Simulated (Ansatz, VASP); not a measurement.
## CrF6: VASP beside Ansatz

Wanted: the spread between two codes on one cell, functional and k mesh. The cell is taken from a series of runs on this material, whose earlier steps may have relaxed, scaled, displaced or heated it; both programs get it as it stands.

Main program and level: Ansatz 0.2.0; plane waves, with VASP 6.6.1 beside it; G0W0 gap at PBEsol.

## 1. Set-up

The structure is trigonal, space group R-3 (No. 148). Conventional cell: a = 4.805 Å, b = 4.805 Å, c = 13.108 Å, α = 90.00°, β = 90.00°, γ = 120.00°. Cr has 6 F at 1.74 Å nearest. Nearest to F lie 1 Cr at 1.74 Å. Farther neighbours and most contacts between anions are not listed.

## 2. Ansatz: G0W0 gap, PBEsol

Ansatz runs on its default PAW (the set named soft_2) files.

Quasiparticle shifts depend on high empty states and on the cores, so they are the hardest test of two PAW sets.

Input file input.yaml:

```yaml
crystal:
  lattice:
    - [2.4024038718, 1.3870285221, 4.3692150558]
    - [-2.4024038718, 1.3870285221, 4.3692150558]
    - [0.0, -2.7740570442, 4.3692150558]
  atoms:
    - { symbol: Cr, position: [0.0, 0.0, 0.0] }
    - { symbol: F, position: [0.36859872, 0.0818433, 0.77900413] }
    - { symbol: F, position: [0.0818433, 0.77900413, 0.36859872] }
    - { symbol: F, position: [0.22099587, 0.63140128, 0.9181567] }
    - { symbol: F, position: [0.9181567, 0.22099587, 0.63140128] }
    - { symbol: F, position: [0.63140128, 0.9181567, 0.22099587] }
    - { symbol: F, position: [0.77900413, 0.36859872, 0.0818433] }
kpoints:
  mp_grid: { grid: [2, 2, 2] }
hamiltonian:
  xc: pbesol
scf:
  occupations: { method: fixed }
gw:
  n_empty_bands: 57
  ecut_chi: 114.29
  qp_bands: [v2, c2]
  qp_kpoints: [[0.5, 0.5, 0.0], [0.0, 0.0, 0.0]]
  screening: { model: contour_deformation }
```

Command:

```console
$ ansatz run input.yaml --threads 4 --pin off --max-ram 5529MiB --backend cpu --events-out ev --progress --plain --runs-dir out
```

Numbers of over 12 decimals in the logs are rounded to 6 here.

The log of the run:

```text
Engine: ansatz 0.2.0, aarch64-unknown-linux-gnu
Pseudopotentials: kind: paw
Pseudopotential: Cr, paw, valence charge 14, recommended cutoff 420 eV (normal), Cr.paw.azcp
Pseudopotential: F, paw, valence charge 7, recommended cutoff 420 eV (normal), F.paw.azcp
Functional definition: PBEsol
  exchange = pbesol_x
  correlation = pbesol_c
Crystal: 7 atoms, lattice volume = 87.355 Å³
Basis set: ecut = 420 eV, 1707 PW (Γ)
Bands: 35, of which v1, the nominal top of the filled ones, is band 28 counted from 1 (27 counted from 0)
Symmetry: 6 space group operations
Space group: R-3 (ITA 148), of the structure as read, at distance tolerance 4.4e-5 Å
k-points: 4 of 8
Non-local potential: Cr, projectors of the file, l = 0: 3, l = 1: 2, l = 2: 3, l = 3: 1
Non-local potential: F, projectors of the file, l = 0: 2, l = 1: 2, l = 2: 1
PAW form: soft (Blöchl's): semilocal exchange-correlation on the pseudo side does not see the compensation charge
PAW frozen core: Cr, regenerated for the run's functional, and the local potential with it (the file was generated under x = pbe(κ = 0.804, μ = 0.219515), c = pbe(β = 0.066725))
PAW frozen core: F, regenerated for the run's functional, and the local potential with it (the file was generated under x = pbe(κ = 0.804, μ = 0.219515), c = pbe(β = 0.066725))
PAW one-centre angular grid: Cr, 590 points (default); XC on 64 Gauss nodes
PAW one-centre angular grid: F, 110 points (default); XC on 64 Gauss nodes
Initial density: superposition of atomic densities (neutral atoms: chi_scale 0, normalization atom), corrected by the library's trained network
Initial wavefunctions: pseudopotential atomic-orbital guess
Functional: x = pbesol(κ = 0.804, μ = 0.123457), c = pbesol(β = 0.046)
SCF iter   1: F=—  HF=-8149.334454 eV  |F-HF|=—  |Δ(HF+E_count)|=         —  Δρ=1.28e-2  dr2=7.91e-2  ethr=1.77e-3  ⟨swp⟩=4.0  Hψ=504  notcnv=0  defer=13
preconditioner: auto → Resta (q_TF=auto, 2.533 Å⁻¹)  ε∞=5.7  [insulator: Δε(μ)=1.896 eV  Ē_g=12.719 eV  n_scr=20 (ndim 8)  ℏωp=27.5 eV  f_vac=0.211  ε∞_Penn≈5.7]
SCF iter   2: F=—  HF=-8149.313761 eV  |F-HF|=—  |Δ(HF+E_count)|=   2.07e-2  Δρ=6.99e-3  dr2=4.37e-2  ethr=1.41e-4  ⟨swp⟩=2.0  Hψ=292  notcnv=0  defer=16
SCF iter   3: F=—  HF=-8149.316744 eV  |F-HF|=—  |Δ(HF+E_count)|=   2.98e-3  Δρ=9.00e-3  dr2=7.37e-2  ethr=7.81e-5  ⟨swp⟩=3.0  Hψ=207  notcnv=0  defer=18
SCF iter   4: F=—  HF=-8149.309796 eV  |F-HF|=—  |Δ(HF+E_count)|=   6.95e-3  Δρ=1.07e-3  dr2=4.52e-4  ethr=7.81e-5  ⟨swp⟩=2.0  Hψ=143  notcnv=0  defer=18
SCF iter   5: F=—  HF=-8149.310198 eV  |F-HF|=—  |Δ(HF+E_count)|=   4.02e-4  Δρ=4.00e-4  dr2=1.74e-4  ethr=8.07e-7  ⟨swp⟩=2.0  Hψ=255  notcnv=0  defer=18
SCF iter   6: F=—  HF=-8149.310197 eV  |F-HF|=—  |Δ(HF+E_count)|=   1.41e-6  Δρ=8.13e-5  dr2=7.68e-6  ethr=3.11e-7  ⟨swp⟩=1.0  Hψ=133  notcnv=0  defer=7
SCF iter   7: F=—  HF=-8149.310198 eV  |F-HF|=—  |Δ(HF+E_count)|=   1.54e-6  Δρ=4.28e-5  dr2=1.87e-6  ethr=1.37e-8  ⟨swp⟩=2.5  Hψ=200  notcnv=0  defer=7
SCF iter   8: F=-8149.310198 eV  HF=-8149.310198 eV  |F-HF|=1.38e-8  |Δ(HF+E_count)|=  6.41e-10  Δρ=4.43e-6  dr2=3.18e-8  ethr=1.79e-10  ⟨swp⟩=7.8  Hψ=462  notcnv=0
SCF 1 converged in 8 iterations: F = -8149.310198 eV  dr2 = 3.18e-8
  greatest PAW one-centre occupation: 1.000 electrons in one spin orbital (limit 2), on the Cr atom at site 0 (counted from 0), in its partial waves of l = 0
NSCF: frozen V_eff on 4 k-points
G₀W₀ screening: q 1/4
[... further progress lines ...]
NSCF: frozen V_eff on 1 k-points
NSCF: frozen V_eff on 1 k-points
[...]
SCF converged after 8 iterations
Free energy (F): -8149.310198 eV
Harris-Foulkes:  -8149.310198 eV  (|F-HF|=1.38e-8)
Internal energy: -8149.310198 eV  (E = F + TS)
E sigma→0 (E₀):  -8149.310198 eV
Fermi energy:    -0.451033 eV
--- Per-component energies (eV) ---
  E_band       = -743.772371
  E_kinetic    = 1562.056935
  E_local      = -6370.165656  (includes V_loc(G=0)·N_el)
  E_nonlocal   = 512.702290
  E_hartree    = 2472.451226
  E_xc         = -604.287430
  E_vxc        = -777.768568  (∫ρ·V_xc dr)
  E_paw        = -2317.286432  (= ΣΔE_a)
  E_vpaw       = -615.506699  (= ΣTr[D̂ρ^β])
  E_aug_tail   = 0.012427  (compensation charges beyond the density's cutoff)
  E_ewald      = -3405.208212
  E_core_change = 0.414655  (= ΣΔE_core)
  E_smearing   = -0.000000  (= −TS)
  E_closure    = -0.000000  (closes the sum)
  Σ components = -8149.310198   (vs F -8149.310198, Δ=0.00e0)
--- Band table (eV) ---
  k-point 0: bands = [... 24 lower, -0.7295, -0.6879, -0.6476, -0.6476, 1.3983, 1.6060, 1.6060, 4.9133, ... 3 higher]
  k-point 1: bands = [... 24 lower, -0.8024, -0.6857, -0.5965, -0.5287, 1.4390, 1.5884, 1.7959, 4.7753, ... 3 higher]
  k-point 2: bands = [... 24 lower, -0.8684, -0.7255, -0.5914, -0.4510, 1.4550, 1.6458, 1.8244, 4.7153, ... 3 higher]
  k-point 3: bands = [... 24 lower, -0.7915, -0.7915, -0.5954, -0.5954, 1.5660, 1.6905, 1.6905, 4.8422, ... 3 higher]
--- G₀W₀: contour deformation, 6 samples at zero and on the imaginary axis and 0 off it, 8 q-points, 57 empty bands' worth ---
  eigenvalues of the whole cell's RPA ε∞ on this k-mesh (on a slab, of 1 + 4πα/V) = 3.4687, 3.6314, 3.6314; static W/v taken at q = 0 is 0.279353
  bands read: the sum over 85 bands ends inside a degenerate multiplet in 1 slot, whose members it reads at an even weight; the widest, k=0: bands 85 to 86 (counted from 1) at 1/2 each
  `?` marks the rows in doubt; gw_qp.tsv's column doubts and the gw_qp event give each row's grounds
    ik  band        ε_KS         Σx   Σc(E_QP)       V_xc       Z   E_QP_lin       E_QP  E_QP is
     0    27     -0.6476   -31.8360     7.0143   -24.3088  0.6061    -1.1790    -1.1604  root
     0    28     -0.6476   -31.8360     7.0143   -24.3088  0.6061    -1.1790    -1.1604  root
     0    29      1.3983   -20.6914    -5.0442   -27.4997  0.6573     3.5931     3.1624  root ?
     0    30      1.6060   -21.3073    -4.2704   -27.7960  0.6502     3.7587     3.8244  root
     2    27     -0.5914   -31.8917     7.0815   -24.2805  0.6070    -1.1406    -1.1210  root
     2    28     -0.4510   -32.1365     7.0483   -24.5520  0.6116    -1.0060    -0.9871  root
     2    29      1.4550   -20.7710    -5.0031   -27.5090  0.6558     3.6382     3.1898  root ?
     2    30      1.6458   -21.3256    -4.1655   -27.6937  0.6494     3.7818     3.8485  root
```

## 3. VASP: G0W0 gap, PBEsol

The same cell, functional and mesh now go to VASP, with its own data sets.

Lines of VASP's logs that name or quote its potential files are left out, and so is its time.

The run reads the wave functions of an earlier VASP run, which isn't shown here.

Input file INCAR:

```
SYSTEM = CrF6
PREC = Accurate
ENCUT = 520
ISMEAR = 0
SIGMA = 0.01
LREAL = .FALSE.
GGA = PS
NBANDS = 85
LASPH = .TRUE.
ALGO = EVGW0
NELMGW = 1
ENCUTGW = 114.29
NOMEGA = 64
PRECFOCK = Fast
NBANDSGW = 36
LWAVE = .FALSE.
LCHARG = .FALSE.
```

Input file POSCAR:

```
CrF6
1.0
    2.4024038718      1.3870285221      4.3692150558
   -2.4024038718      1.3870285221      4.3692150558
    0.0000000000     -2.7740570442      4.3692150558
Cr F
1 6
Direct
    0.0000000000      0.0000000000      0.0000000000
    0.3685987200      0.0818433000      0.7790041300
    0.0818433000      0.7790041300      0.3685987200
    0.2209958700      0.6314012800      0.9181567000
    0.9181567000      0.2209958700      0.6314012800
    0.6314012800      0.9181567000      0.2209958700
    0.7790041300      0.3685987200      0.0818433000
```

Input file KPOINTS:

```
Automatic mesh
0
Gamma
2 2 2
0 0 0
```

Potentials, in the order of the species: Cr_sv_GW and F_GW (PBE family, release 64).

Command:

```console
$ export OMP_NUM_THREADS=3
$ mpirun -np 1 vasp_std
```

The log of the run:

```text
[banner, memory and clock lines left out]
running    1 mpi-ranks, on    1 nodes
 distrk:  each k-point on    1 cores,    1 groups
 distr:  one band on    1 cores,    1 groups
 Offloading initialized ...    1 GPUs detected
 POSCAR found type information on POSCAR CrF
 POSCAR found :  2 types and       7 ions
|                                                                             |
|               ----> ADVICE to this user running VASP <----                  |
|                                                                             |
|     You enforced a specific xc type in the INCAR file but a different       |
|     [... a line on the potential file left out ...]
|     I HOPE YOU KNOW WHAT YOU ARE DOING!                                     |
|                                                                             |

|                                                                             |
|           W    W    AA    RRRRR   N    N  II  N    N   GGGG   !!!           |
|           W    W   A  A   R    R  NN   N  II  NN   N  G    G  !!!           |
|           W    W  A    A  R    R  N N  N  II  N N  N  G       !!!           |
|           W WW W  AAAAAA  RRRRR   N  N N  II  N  N N  G  GGG   !            |
|           WW  WW  A    A  R   R   N   NN  II  N   NN  G    G                |
|           W    W  A    A  R    R  N    N  II  N    N   GGGG   !!!           |
|                                                                             |
|     The default for ENCUTGWSOFT is different in this version of VASP.       |
|     please manually set ENCUTGWSOFT =114.29 in the INCAR file.              |
|                                                                             |

 LDA part: xc-table for (Slater+PW92), standard interpolation
 found WAVECAR, reading the header
 POSCAR, INCAR and KPOINTS ok, starting setup
 FFT: planning ... GRIDC
 FFT: planning ... GRID_SOFT
 FFT: planning ... GRID
 reading WAVECAR
 the WAVECAR file was read successfully
 initial charge from wavefunction
 available memory per node:   1650.84 GB, setting MAXMEM to   1690456

 The Fermi energy was updated, please check that it is located mid-gap
 values below the HOMO (VB) or above the LUMO (CB) will cause erroneous energies
 E-fermi :  -1.7753

 calculate exact exchange contribution
 the WAVEDER file was read successfully
energies w=
    0.000    0.000    0.814    0.000    1.627    0.000    2.436    0.000
    3.239    0.000    4.035    0.000    4.823    0.000    5.602    0.000
    6.371    0.000    7.129    0.000    7.877    0.000    8.614    0.000
    9.342    0.000   10.059    0.000   10.767    0.000   11.467    0.000
   12.160    0.000   12.846    0.000   13.528    0.000   14.207    0.000
   14.883    0.000   15.558    0.000   16.234    0.000   16.912    0.000
   17.595    0.000   18.284    0.000   18.980    0.000   19.687    0.000
   20.406    0.000   21.140    0.000   21.891    0.000   22.663    0.000
   23.459    0.000   24.281    0.000   25.134    0.000   26.023    0.000
   26.953    0.000   27.930    0.000   28.961    0.000   30.051    0.000
   31.211    0.000   32.452    0.000   33.785    0.000   35.224    0.000
   36.788    0.000   38.498    0.000   40.378    0.000   42.462    0.000
   44.788    0.000   47.404    0.000   50.377    0.000   53.787    0.000
   57.745    0.000   62.396    0.000   67.946    0.000   74.683    0.000
   83.033    0.000   93.652    0.000  107.596    0.000  126.695    0.000
  154.412    0.000  198.186    0.000  277.453    0.000  464.160    0.000
 responsefunction array rank=     247
 LDA part: xc-table for (Slater+PW92), standard interpolation

 min. memory requirement per mpi rank    269.4 MB, per node    269.4 MB

 allocating  64 responsefunctions rank=   247
 shmem allocating  64 responsefunctions rank=   247
 response function shared by NCSHMEM nodes    1
 Doing            64  frequencies on each core in blocks of            64
NQ=   1    0.0000    0.0000    0.0000,
|.........|.........|.........|.........|.........|.........|.........|.........
 performed         50000 updates of chi_q(r,r)
 total number of BLAS operations         24.41 Gflops
NQ=   2    0.5000    0.0000    0.0000,
|.........|.........|.........|.........|.........|.........|.........|.........
 performed        124000 updates of chi_q(r,r)
 total number of BLAS operations         59.89 Gflops
NQ=   3    0.5000    0.5000    0.0000,
|.........|.........|.........|.........|.........|.........|.........|.........
 performed        198000 updates of chi_q(r,r)
 total number of BLAS operations         92.53 Gflops
NQ=   4    0.5000    0.5000    0.5000,
|.........|.........|.........|.........|.........|.........|.........|.........
 performed        248000 updates of chi_q(r,r)
 total number of BLAS operations        114.81 Gflops
 resolving degeneracies of screened two electron integrals

 calculate QP shifts <psi_nk| G(iteration)W_0 |psi_nk>: iteration 1
 entering main loop
```

OUTCAR, selected parts (step 3):

```text
ion  position               nearest neighbor table
   1  0.000  0.000  0.000-   4 1.74   7 1.74   5 1.74   3 1.74   6 1.74   2 1.74
   2  0.369  0.082  0.779-   1 1.74
   3  0.082  0.779  0.369-   1 1.74
   4  0.221  0.631  0.918-   1 1.74
   5  0.918  0.221  0.631-   1 1.74
   6  0.631  0.918  0.221-   1 1.74
   7  0.779  0.369  0.082-   1 1.74

  LATTYP: Found a trigonal (rhomboedric) cell.
 ALAT       =     5.1754644901
 COS(alpha) =     0.5690534903

 Subroutine GETGRP returns: Found  6 space group operations
 (whereof  6 operations were pure point group operations)

The static configuration has the point symmetry S_6 .

 Found      4 irreducible k-points:

   k-points           NKPTS =      4   k-points in BZ     NKDIM =      8   number of bands    NBANDS=     85

   dimension x,y,z NGX =    40 NGY =   40 NGZ =   40
   dimension x,y,z NGXF=    80 NGYF=   80 NGZF=   80

   ENCUT  =  520.0 eV  38.22 Ry    6.18 a.u.   9.62  9.62  9.62*2*pi/ulx,y,z

   NELECT =      56.0000    total number of electrons

  energy-cutoff  :      520.00
  volume of cell :       87.35
      direct lattice vectors                 reciprocal lattice vectors
     2.402403872  1.387028522  4.369215056     0.208124873  0.120160951  0.076291354
    -2.402403872  1.387028522  4.369215056    -0.208124873  0.120160951  0.076291354
     0.000000000 -2.774057044  4.369215056     0.000000000 -0.240321903  0.076291354

 k-points in reciprocal lattice and weights: Automatic mesh
   0.00000000  0.00000000  0.00000000       0.125
   0.50000000  0.00000000  0.00000000       0.375
   0.50000000  0.50000000  0.00000000       0.375
   0.50000000  0.50000000  0.50000000       0.125

 E-fermi :  -1.7753

 QP shifts <psi_nk| G(iteration)W_0 |psi_nk>: iteration 1
 for sc-GW calculations column KS-energies equals QP-energies in previous step
 and V_xc(KS)=  KS-energies - (<T + V_ion + V_H > + <T+V_H+V_ion>^1  + <V_x>^1)
 k-point   1 :       0.0000    0.0000    0.0000
  band No.  KS-energies  QP-energies   sigma(KS)   V_xc(KS)     V^pw_x(r,r')   Z            occupation Imag(sigma)
    ...
     25      -2.9856      -3.8496     -24.4883     -23.2053     -30.4036       0.6735       2.0000       0.6160
     26      -2.9422      -3.7901     -24.4873     -23.2326     -30.3775       0.6758       2.0000       0.6072
     27      -2.8962      -3.7836     -24.2239     -22.8953     -30.4077       0.6679       2.0000       0.6390
     28      -2.8962      -3.7836     -24.2239     -22.8953     -30.4077       0.6679       2.0000       0.6390
     29      -0.8515       1.5280     -20.9671     -24.3798     -17.5723       0.6972       0.0000      -0.5144
     30      -0.6435       1.7007     -21.3416     -24.7107     -18.2275       0.6958       0.0000      -0.5044
     31      -0.6435       1.7007     -21.3416     -24.7107     -18.2275       0.6958       0.0000      -0.5044
     32       2.6604       5.2805     -22.6314     -26.3198     -19.2641       0.7104       0.0000      -0.6644
    ...

 k-point   2 :       0.5000    0.0000    0.0000
  band No.  KS-energies  QP-energies   sigma(KS)   V_xc(KS)     V^pw_x(r,r')   Z            occupation Imag(sigma)
    ...
     25      -3.0583      -3.9170     -24.3186     -23.0422     -30.2812       0.6727       2.0000       0.6382
     26      -2.9340      -3.8329     -24.1277     -22.7814     -30.3477       0.6676       2.0000       0.6493
     27      -2.8451      -3.7328     -24.2491     -22.9181     -30.4523       0.6669       2.0000       0.6366
     28      -2.7773      -3.6849     -24.3779     -23.0136     -30.6221       0.6652       2.0000       0.6328
     29      -0.8106       1.5477     -20.9964     -24.3796     -17.6863       0.6971       0.0000      -0.5087
     30      -0.6610       1.6764     -21.2241     -24.5815     -18.1450       0.6962       0.0000      -0.4984
     31      -0.4529       1.8678     -21.6221     -24.9655     -18.7819       0.6941       0.0000      -0.4967
     32       2.5206       5.1122     -22.2808     -25.9231     -18.8707       0.7115       0.0000      -0.6519
    ...

 k-point   3 :       0.5000    0.5000    0.0000
  band No.  KS-energies  QP-energies   sigma(KS)   V_xc(KS)     V^pw_x(r,r')   Z            occupation Imag(sigma)
    ...
     25      -3.1244      -3.9886     -24.2429     -22.9538     -30.2651       0.6704       2.0000       0.6604
     26      -2.9735      -3.8872     -24.0462     -22.6779     -30.3098       0.6678       2.0000       0.6595
     27      -2.8390      -3.7414     -24.2401     -22.8850     -30.4839       0.6659       2.0000       0.6405
     28      -2.6991      -3.5938     -24.4778     -23.1316     -30.7046       0.6646       2.0000       0.6221
     29      -0.7943       1.5733     -21.0069     -24.4008     -17.6663       0.6976       0.0000      -0.5129
     30      -0.6034       1.7275     -21.2968     -24.6431     -18.2797       0.6966       0.0000      -0.4974
     31      -0.4241       1.8984     -21.6480     -24.9934     -18.8431       0.6942       0.0000      -0.4963
     32       2.4605       5.0372     -22.1588     -25.7774     -18.7469       0.7121       0.0000      -0.6465
    ...

 k-point   4 :       0.5000    0.5000    0.5000
  band No.  KS-energies  QP-energies   sigma(KS)   V_xc(KS)     V^pw_x(r,r')   Z            occupation Imag(sigma)
    ...
     25      -3.0478      -3.9183     -24.4329     -23.1428     -30.3646       0.6748       2.0000       0.6244
     26      -3.0478      -3.9183     -24.4329     -23.1428     -30.3646       0.6748       2.0000       0.6244
     27      -2.8450      -3.7349     -24.2624     -22.9276     -30.4703       0.6667       2.0000       0.6363
     28      -2.8450      -3.7349     -24.2624     -22.9276     -30.4703       0.6667       2.0000       0.6363
     29      -0.6841       1.6752     -21.1400     -24.5245     -17.9365       0.6971       0.0000      -0.5089
     30      -0.5592       1.7870     -21.4500     -24.8234     -18.3925       0.6955       0.0000      -0.5068
     31      -0.5592       1.7870     -21.4500     -24.8234     -18.3925       0.6955       0.0000      -0.5068
     32       2.5874       5.1959     -22.4893     -26.1597     -19.1080       0.7107       0.0000      -0.6582
    ...
```

This run has no spin polarisation, so a moment on Cr, if there is one, isn't seen.

## 4. Differences

Known differences besides the potentials themselves: fixed occupations in Ansatz, narrow Gaussian smearing in VASP; the cutoff is 420 eV in Ansatz and 520 eV in VASP; Ansatz makes its cores anew for this functional, VASP keeps those of its PBE data sets; Ansatz integrates over frequency by contour deformation, VASP on a grid of NOMEGA points; Ansatz's G0W0 levels solve the quasiparticle equation, VASP's are linearised. Total energies have different zeros and are not compared.

Both answers:

| quantity | Ansatz | VASP | difference |
| --- | --- | --- | --- |
| G0W0 gap on the mesh (eV) | 4.15 | 5.12 | -0.97 |
| Kohn-Sham gap under it (eV) | 1.85 | 1.85 | 0.00 |

## 5. Summary of results

- difference in G0W0 gap on the mesh (G0W0 gap, PBEsol): -0.97 eV

**Reading.** The difference in G0W0 gap on the mesh is -0.97 eV (G0W0 gap, PBEsol). Part of the difference in the G0W0 gap can come from VASP's linearised levels. Such differences can come from data sets, numerical settings and the points named under the comparisons, not from the functional's error against experiment.

[Lines on the potential files, build, host, timing and source positions are cut from VASP's logs without a mark.]

[Logs are printed without paths, hosts, clocks, repeated set-up lines and the standing remarks that a program may print on its own settings, such as how far it seeks lower states.]

[Hosts, paths, dates, database ids (printed as entryN), source tags and the programs' standing remarks are cut or masked in the printed files.]
